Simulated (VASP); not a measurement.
Input:

```yaml
crystal:
  lattice:
    - [0.00000, 1.77046, 1.78834]
    - [1.78834, 0.00000, 1.78834]
    - [1.78834, 1.77046, 0.00000]
  atoms:
    - { symbol: Cu, position: [0.00000, 0.00000, 0.00000] }
```

Method: r2SCAN meta-GGA, VASP's PBE PAW potentials (set 64) (plane waves; VASP). Run with 480 eV cut-off, 16×16×16 Γ-centred mesh, first-order Methfessel-Paxton smearing of 0.10 eV, potentials Cu.

Task: Give the stress tensor in GPa (positive for a compressed cell).

Result: 
```
2.13  0.00  0.00
0.00  2.39  0.00
0.00  0.00  2.13
```
The pressure is its mean diagonal, 2.22 GPa.

The compound is Cu in the fcc structure. This cell was strained or had an atom moved on purpose.
